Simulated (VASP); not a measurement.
# Fe (Iron-alpha): structure and properties in VASP, part 2 of 5

How well does PBEsol reproduce what experiment finds for Fe (Iron-alpha)? The cell is relaxed first, and properties follow on it. Left out of this account: 1 further run (phonons: it ended without a result to show). The start is a cell from a database of measured crystal structures.

VASP 6.6.1, plane waves and PAW; the level of theory is named at each step.

So far, largest spin moment in the PAW sphere (μB): step 2 (magnetic order: ferromagnetic) 2.24; step 3 (magnetic order: antiferromagnetic, q = (0, 0, 1/2)) 2.07.

**4. Magnetic order: antiferromagnetic, q = (1/2, 1/2, 1/2)**

Level of this step: PBEsol, spin-polarised from an antiferromagnetic start; plane waves and PAW (Fe) (VASP).

Next, a pattern with opposite moments, which needs a doubled cell; q is given in the reciprocal vectors of the primitive cell.

The input, INCAR:

```
SYSTEM = Fe
PREC = Accurate
ENCUT = 400
EDIFF = 1E-06
NELM = 100
ISMEAR = 1
SIGMA = 0.2
LREAL = .FALSE.
ALGO = Normal
GGA = PS
NBANDS = 15
ISPIN = 2
MAGMOM = 3 -3
LASPH = .TRUE.
LMAXMIX = 4
LORBIT = 11
LWAVE = .FALSE.
LCHARG = .FALSE.
KPAR = 4
ISIF = 2
```

The input, POSCAR:

```
Fe
1.0
   -2.8665000000      2.8665000000      2.8665000000
    0.0000000000      0.0000000000      2.8665000000
    0.0000000000      2.8665000000      0.0000000000
Fe
2
Direct
    0.0000000000      0.0000000000      0.0000000000
    0.5000000000      0.0000000000      0.0000000000
```

The input, KPOINTS:

```
Automatic mesh
0
Gamma
11 11 11
0 0 0
```

The projector-augmented-wave data sets are Fe (PBE family, release 64).

Started as:

```console
> mpirun -np 4 vasp_std
```

The program printed:

```text
[... set-up lines as in an earlier step ...]
 entering main loop
       N       E                     dE             d eps       ncg     rms          rms(c)
DAV:   1     0.659315232255E+02    0.65932E+02   -0.61884E+03  3520   0.112E+03
DAV:   2    -0.182461431191E+02   -0.84178E+02   -0.76365E+02  3367   0.225E+02
DAV:   3    -0.198530412028E+02   -0.16069E+01   -0.15368E+01  4102   0.441E+01
DAV:   4    -0.198635600146E+02   -0.10519E-01   -0.10516E-01  4088   0.305E+00
DAV:   5    -0.198637141551E+02   -0.15414E-03   -0.15414E-03  4214   0.373E-01    0.167E+01
DAV:   6    -0.171058518956E+02    0.27579E+01   -0.13192E+01  3479   0.754E+01    0.767E+00
DAV:   7    -0.168668852117E+02    0.23897E+00   -0.11793E+00  3600   0.216E+01    0.386E+00
DAV:   8    -0.168492981174E+02    0.17587E-01   -0.91611E-03  4250   0.138E+00    0.108E+00
DAV:   9    -0.168363457745E+02    0.12952E-01   -0.40155E-03  4771   0.132E+00    0.330E-01
DAV:  10    -0.168348094496E+02    0.15363E-02   -0.11298E-03  4946   0.652E-01    0.131E-01
DAV:  11    -0.168348524970E+02   -0.43047E-04   -0.15994E-04  5158   0.246E-01    0.932E-02
DAV:  12    -0.168348356801E+02    0.16817E-04   -0.21391E-05  5183   0.907E-02    0.219E-02
DAV:  13    -0.168348279530E+02    0.77271E-05   -0.41538E-06  4018   0.263E-02    0.590E-03
DAV:  14    -0.168348278963E+02    0.56666E-07   -0.16808E-07  1834   0.551E-03
   1 F= -.16834828E+02 E0= -.16833706E+02  d E =-.336690E-02  mag=    -0.0000
```

The job ended after 6.8 s (4 MPI ranks of Intel Xeon Platinum 8488C (Sapphire Rapids), shared host; peak memory 0.58 GiB).

Parts of OUTCAR (step 4):

```text
  LATTYP: Found a simple cubic cell.
 ALAT       =     2.8665000000

The static configuration has the point symmetry O_h .

 Found     56 irreducible k-points:

   k-points           NKPTS =     56   k-points in BZ     NKDIM =     56   number of bands    NBANDS=     15

   dimension x,y,z NGX =    32 NGY =   20 NGZ =   20
   dimension x,y,z NGXF=    64 NGYF=   40 NGZF=   40

   ENCUT  =  400.0 eV  29.40 Ry    5.42 a.u.   8.10  4.67  4.67*2*pi/ulx,y,z

   NELECT =      16.0000    total number of electrons

 E-fermi :   5.5688

 spin component 1
 k-point     1 :       0.0000    0.0000    0.0000
  band No.  band energies     occupation
    ...
      2       1.3383      1.00000
      3       1.3383      1.00000
      4       3.7450      1.00000
      5       3.7450      1.00000
      6       3.7450      1.00000
      7       5.6291      0.25716
      8       5.6292      0.25705
      9       6.5698     -0.00000
     10       6.5698     -0.00000
     11       6.5698     -0.00000
    ...

 k-point     2 :       0.0909    0.0000    0.0000
  band No.  band energies     occupation
    ...
      3       1.4074      1.00000
      4       3.7335      1.00000
      5       3.7336      1.00000
      6       3.7841      1.00000
      7       5.5553      0.55691
      8       5.6576      0.16222
      9       6.4232     -0.00000
     10       6.4232     -0.00000
     11       6.5260     -0.00000
     12      14.0069      0.00000
    ...

 k-point     3 :       0.1818    0.0000    0.0000
  band No.  band energies     occupation
    ...
      3       1.6071      1.00000
      4       3.7077      1.00000
      5       3.7078      1.00000
      6       3.8972      1.00000
      7       5.3423      1.03398
      8       5.7301      0.00829
      9       6.0585     -0.00145
     10       6.0585     -0.00145
     11       6.4016     -0.00000
     12      11.9712      0.00000
    ...

 k-point     4 :       0.2727    0.0000    0.0000
  band No.  band energies     occupation
    ...
      3       1.9127      1.00000
      4       3.6841      1.00000
      5       3.6842      1.00000
      6       4.0651      1.00000
      7       5.0182      1.00035
      8       5.6245      0.27431
      9       5.6245      0.27419
     10       5.8055     -0.03518
     11       6.2190     -0.00002
     12       9.9227      0.00000
    ...

  Total       -2.9124202     -2.9124202     -2.9124202     -0.0000000     -0.0000000     -0.0000000
  in kB     -198.1110883   -198.1110883   -198.1110883     -0.0000000     -0.0000000     -0.0000000
  external PRESSURE =    -198.1110883 kB  Pullay stress =       0.0000000 kB

  energy-cutoff  :      400.00
  volume of cell :       23.55
      direct lattice vectors                 reciprocal lattice vectors
    -2.866500000  2.866500000  2.866500000    -0.348857492  0.000000000  0.000000000
     0.000000000  0.000000000  2.866500000     0.348857492  0.000000000  0.348857492
     0.000000000  2.866500000  0.000000000     0.348857492  0.348857492  0.000000000

 POSITION                                       TOTAL-FORCE (eV/Angst)
 -----------------------------------------------------------------------------------
      0.00000      0.00000      0.00000        -0.000000     -0.000000     -0.000000
     -1.43325      1.43325      1.43325         0.000000      0.000000      0.000000
 -----------------------------------------------------------------------------------
    total drift:                               -0.000000     -0.000000      0.000000

  FREE ENERGIE OF THE ION-ELECTRON SYSTEM (eV)
  ---------------------------------------------------
  free  energy   TOTEN  =       -16.8348278963 eV

  energy  without entropy=      -16.8314609983  energy(sigma->0) =      -16.83370560

 total charge
# of ion       s       p       d       tot
------------------------------------------
    1        0.479   0.512   6.206   7.198
    2        0.479   0.512   6.206   7.198
--------------------------------------------------
tot          0.958   1.025  12.413  14.395

 magnetization (x)
# of ion       s       p       d       tot
------------------------------------------
    1        0.023   0.027   1.650   1.700
    2       -0.023  -0.027  -1.650  -1.700
--------------------------------------------------
tot          0.000   0.000   0.000   0.000

[... 1 part as in an earlier step ...]

[... 6 further parts left out ...]
```

At this level the cell is under a tension of 19.8 GPa, so at these settings it is away from equilibrium.

Numbers from this step:

```yaml
scf_cycles: 14
irreducible_k_points: 56
symmetry_operations: 48
free_energy_toten: -16.83 eV
energy_at_zero_smearing: -16.83 eV
fermi_energy: 5.569 eV
pressure: -19.81 GPa
```

Spin moment in the PAW sphere by atom:

```tsv
atom	spin moment in the PAW sphere (μB)
Fe1	1.70
Fe2	-1.70
```

The energy lies +453.1 meV an atom from the first pattern. The run ends antiferromagnetic with a largest moment of 1.70 μB, and the mesh shows no gap.

**5. The orders side by side**

This step: collinear orders at PBEsol; plane waves and PAW (VASP 6.6.1).

Derived from the runs above.

Patterns, by row:

```tsv
start	atoms	energy less that of the first (meV/atom)	largest site moment (μB)	end state
ferromagnetic	1	0	2.24	ferromagnetic
antiferromagnetic, q = (0, 0, 1/2)	2	222.7	2.07	antiferromagnetic
antiferromagnetic, q = (1/2, 1/2, 1/2)	2	453.1	1.7	antiferromagnetic
```

The session goes on in the lowest magnetic state found: ferromagnetic. The next one lies 222.7 meV an atom higher.

**6. Relaxing cell and atoms (PBEsol)**

This step: PBEsol, spin-polarised from a ferromagnetic start (one magnetic atom a cell); plane waves and PAW (Fe) (VASP 6.6.1).

System of this step: Fe (Iron-alpha). The structure is cubic, space group Im-3m (No. 229). The conventional cell has a = 2.866 Å, b = 2.866 Å, c = 2.866 Å, α = 90.00°, β = 90.00°, γ = 90.00°. Nearest to Fe lie 8 Fe at 2.48 Å.

The start need not lie at this functional's minimum. ISIF = 3 frees volume, shape and positions, and EDIFFG sets the threshold on forces and stress at which the search stops.

Edit INCAR of step 4 so:

```diff
@@ -10,5 +10,5 @@
 GGA = PS
-NBANDS = 15
+NBANDS = 12
 ISPIN = 2
-MAGMOM = 3 -3
+MAGMOM = 2.24
 LASPH = .TRUE.
@@ -19,2 +19,5 @@
 KPAR = 4
-ISIF = 2
+IBRION = 2
+NSW = 60
+ISIF = 3
+EDIFFG = -0.01
```

The input, POSCAR:

```
Fe
1.0
   -1.4332500000      1.4332500000      1.4332500000
    1.4332500000     -1.4332500000      1.4332500000
    1.4332500000      1.4332500000     -1.4332500000
Fe
1
Direct
    0.0000000000      0.0000000000      0.0000000000
```

The input, KPOINTS:

```
Automatic mesh
0
Gamma
13 13 13
0 0 0
```

Started as:

```console
> mpirun -np 4 vasp_std
```

The program printed:

```text
[banner, memory and clock lines left out]
running    4 mpi-ranks, on    1 nodes
 distrk:  each k-point on    1 cores,    4 groups
 distr:  one band on    1 cores,    1 groups

 POSCAR found type information on POSCAR Fe
 POSCAR found :  1 types and       1 ions
 [... a notice as in an earlier step ...]

 LDA part: xc-table for (Slater+PW92), standard interpolation
 POSCAR, INCAR and KPOINTS ok, starting setup
 FFT: planning ... GRIDC
 FFT: planning ... GRID_SOFT
 FFT: planning ... GRID
 WAVECAR not read
 entering main loop
       N       E                     dE             d eps       ncg     rms          rms(c)
DAV:   1     0.141525862542E+02    0.14153E+02   -0.33189E+03  4440   0.657E+02
DAV:   2    -0.957952403294E+01   -0.23732E+02   -0.22015E+02  4224   0.115E+02
DAV:   3    -0.101172365465E+02   -0.53771E+00   -0.53438E+00  4628   0.200E+01
DAV:   4    -0.101191117690E+02   -0.18752E-02   -0.18751E-02  4584   0.104E+00
DAV:   5    -0.101191230432E+02   -0.11274E-04   -0.11274E-04  4588   0.840E-02    0.116E+01
DAV:   6    -0.898407901812E+01    0.11350E+01   -0.13200E+01  4516   0.471E+01    0.630E+00
DAV:   7    -0.888097495316E+01    0.10310E+00   -0.10576E+00  4632   0.127E+01    0.349E+00
DAV:   8    -0.887321714611E+01    0.77578E-02   -0.84606E-03  4852   0.561E-01    0.131E+00
DAV:   9    -0.886543153119E+01    0.77856E-02   -0.74359E-03  5376   0.461E-01    0.367E-01
DAV:  10    -0.886505182864E+01    0.37970E-03   -0.52044E-04  4520   0.294E-01    0.903E-02
DAV:  11    -0.886507926747E+01   -0.27439E-04   -0.11973E-04  4528   0.107E-01    0.402E-02
DAV:  12    -0.886508118964E+01   -0.19222E-05   -0.61976E-06  4400   0.267E-02    0.141E-02
DAV:  13    -0.886508342672E+01   -0.22371E-05   -0.12817E-06  2360   0.851E-03    0.673E-03
DAV:  14    -0.886508296988E+01    0.45685E-06   -0.17112E-07  2096   0.532E-03
   1 F= -.88650830E+01 E0= -.88642968E+01  d E =-.886508E+01  mag=     2.2169
 curvature:   0.00 expect dE= 0.000E+00 dE for cont linesearch  0.000E+00
 trial: gam= 0.00000 g(F)=  0.113E-62 g(S)=  0.202E+00 ort = 0.000E+00 (trialstep = 0.100E+01)
 search vector abs. value=  0.202E+00
 bond charge predicted
       N       E                     dE             d eps       ncg     rms          rms(c)
DAV:   1    -0.110584057362E+02   -0.21933E+01   -0.40451E+01  4548   0.884E+01    0.154E+01
DAV:   2    -0.895037683932E+01    0.21080E+01   -0.11983E+01  4572   0.475E+01    0.974E+00
DAV:   3    -0.889619172377E+01    0.54185E-01   -0.26163E-01  4640   0.695E+00    0.471E+00
DAV:   4    -0.887470473625E+01    0.21487E-01   -0.78817E-03  4576   0.768E-01    0.975E-01
DAV:   5    -0.885651984280E+01    0.18185E-01   -0.27117E-02  4648   0.121E+00    0.269E-01
DAV:   6    -0.885691048264E+01   -0.39064E-03   -0.65096E-04  4660   0.257E-01    0.123E-01
DAV:   7    -0.885700940804E+01   -0.98925E-04   -0.15090E-04  5224   0.131E-01    0.486E-02
DAV:   8    -0.885701390688E+01   -0.44988E-05   -0.10894E-05  4684   0.452E-02    0.224E-02
DAV:   9    -0.885701022433E+01    0.36826E-05   -0.23022E-06  3536   0.990E-03    0.603E-03
DAV:  10    -0.885700968326E+01    0.54107E-06   -0.26490E-07  2040   0.486E-03
   2 F= -.88570097E+01 E0= -.88570324E+01  d E =0.807329E-02  mag=     1.9864
[...]
3 F= -.89221683E+01 E0= -.89214937E+01  d E =-.570853E-01  mag=     2.0623
[...]
4 F= -.89221757E+01 E0= -.89215066E+01  d E =-.570927E-01  mag=     2.0600
 curvature:  -0.18 expect dE=-0.272E-05 dE for cont linesearch -0.272E-05
 ZBRENT: accuracy reached
 trial: gam= 0.00000 g(F)=  0.373E-59 g(S)=  0.150E-04 ort =-0.174E-02 (trialstep = 0.904E+00)
 search vector abs. value=  0.150E-04
 bond charge predicted
       N       E                     dE             d eps       ncg     rms          rms(c)
DAV:   1    -0.892231624816E+01   -0.14047E-03   -0.24655E-03  4476   0.745E-01    0.113E-01
DAV:   2    -0.892218933479E+01    0.12691E-03   -0.11955E-03  4560   0.421E-01    0.956E-02
DAV:   3    -0.892217838819E+01    0.10947E-04   -0.68585E-05  4660   0.108E-01    0.371E-02
DAV:   4    -0.892217678005E+01    0.16081E-05   -0.68694E-07  3144   0.112E-02    0.832E-03
DAV:   5    -0.892217500058E+01    0.17795E-05   -0.13589E-06  3188   0.883E-03    0.126E-03
DAV:   6    -0.892217510538E+01   -0.10480E-06   -0.44495E-08  2032   0.165E-03
   5 F= -.89221751E+01 E0= -.89215019E+01  d E =0.587225E-06  mag=     2.0617
 trial-energy change:    0.000001  1 .order   -0.000001   -0.000014    0.000012
 step:   0.4709(harm=  0.4709)  dis= 0.00000  next Energy=    -8.922179 (dE=-0.354E-05)
 reached required accuracy - stopping structural energy minimisation
```

Wall time 12 s (4 MPI ranks); peak memory 0.54 GiB; 44 s of CPU time.

Parts of OUTCAR (step 6):

```text
   k-points           NKPTS =     84   k-points in BZ     NKDIM =     84   number of bands    NBANDS=     12

   NELECT =       8.0000    total number of electrons

 E-fermi :   6.2847

 spin component 1
 k-point     1 :       0.0000    0.0000    0.0000
  band No.  band energies     occupation
    ...
      2       3.8364      1.00000
      3       3.8364      1.00000
      4       3.8364      1.00000
      5       5.1977      1.00000
      6       5.1977      1.00000
      7      31.6817      0.00000
      8      31.6817      0.00000
      9      31.6817      0.00000
     10      37.1382      0.00000
     11      37.1382      0.00000
    ...

 k-point     2 :       0.0769    0.0000    0.0000
  band No.  band energies     occupation
    ...
      2       3.7631      1.00000
      3       3.8285      1.00000
      4       3.9789      1.00000
      5       5.1262      1.00000
      6       5.2037      1.00000
      7      30.1973      0.00000
      8      31.3259      0.00000
      9      31.5491      0.00000
     10      36.3975      0.00000
     11      37.1677      0.00000
    ...

  Total       -0.0093724     -0.0093724     -0.0093724      0.0000000      0.0000000      0.0000000
  in kB       -1.3939343     -1.3939343     -1.3939343      0.0000000      0.0000000      0.0000000
  external PRESSURE =      -1.3939343 kB  Pullay stress =       0.0000000 kB

 POSITION                                       TOTAL-FORCE (eV/Angst)
 -----------------------------------------------------------------------------------
      1.39130      1.39130     -1.39130         0.000000      0.000000     -0.000000
 -----------------------------------------------------------------------------------
    total drift:                                0.000000      0.000000     -0.000000

  FREE ENERGIE OF THE ION-ELECTRON SYSTEM (eV)
  ---------------------------------------------------
  free  energy   TOTEN  =        -8.9221751054 eV

  energy  without entropy=       -8.9201554679  energy(sigma->0) =       -8.92150189

 reached required accuracy - stopping structural energy minimisation

 magnetization (x)
# of ion       s       p       d       tot
------------------------------------------
    1       -0.013  -0.051   2.108   2.044

[... 5 parts as in an earlier step ...]

[... 16 further parts left out ...]
```

CONTCAR:

```
Fe
   1.00000000000000
    -1.3912983545248760    1.3912983545248758    1.3912983545248758
     1.3912983545248760   -1.3912983545248758    1.3912983545248758
     1.3912983545248760    1.3912983545248758   -1.3912983545248758
  Fe
     1
Direct
     0.0000000000000000    0.0000000000000000    1.0000000000000000
```

The magnetic order is the lowest of the few collinear ones that converged above; longer or canted patterns were not tried. After so large a change of volume the plane waves of the start cell no longer fit, so the final stress carries a basis-set error. The run keeps the 48 symmetry operations of its start, so it cannot find a distortion of lower symmetry.

The steps of the relaxation:

```tsv
step	energy less that of the first step (eV)	largest force (eV/Å)	pressure (GPa)	volume (Å³)
1	0.0000	0.0000	-16.09	11.78
2	0.0081	0.0000	25.66	9.87
3	-0.0571	0.0000	-0.24	10.78
4	-0.0571	0.0000	0.15	10.76
5	-0.0571	0.0000	-0.14	10.77
```

```tsv
conventional cell, symmetrised	before	after	change
a (Å)	2.866	2.783	-2.9 %
b (Å)	2.866	2.783	-2.9 %
c (Å)	2.866	2.783	-2.9 %
volume (Å³/atom)	11.78	10.77	-8.5 %
```

The relaxed structure:

```
Fe
1.0
    -1.39130    1.39130    1.39130
     1.39130   -1.39130    1.39130
     1.39130    1.39130   -1.39130
Fe
1
Direct
  0.00000 0.00000 0.00000
```

Numbers from this step:

```yaml
electrons: 8
bands: 12
irreducible_k_points: 84
free_energy_toten: -8.922 eV
energy_at_zero_smearing: -8.922 eV
fermi_energy: 6.285 eV
pressure: -0.1394 GPa
moment_of_the_cell_from_the_last_line_of_the_log: 2.062 μB
scf_cycles_over_all_ionic_steps: 45
```

Spin moment in the PAW sphere by atom:

```tsv
atom	spin moment in the PAW sphere (μB)
Fe1	2.04
```

It ends with forces that vanish by symmetry and a pressure of -0.14 GPa.

(Part 2 of 5 ends here.)

[Lines on the potential files, build, host, timing and source positions are cut from VASP's logs without a mark.]

[Logs are printed without paths, hosts, clocks, repeated set-up lines and the standing remarks that a program may print on its own settings, such as how far it seeks lower states.]

[Hosts, paths, dates, database ids (printed as entryN), source tags and the programs' standing remarks are cut or masked in the printed files.]

[A measured line is paired with the nearest computed mode of its activity, which favours agreement.]
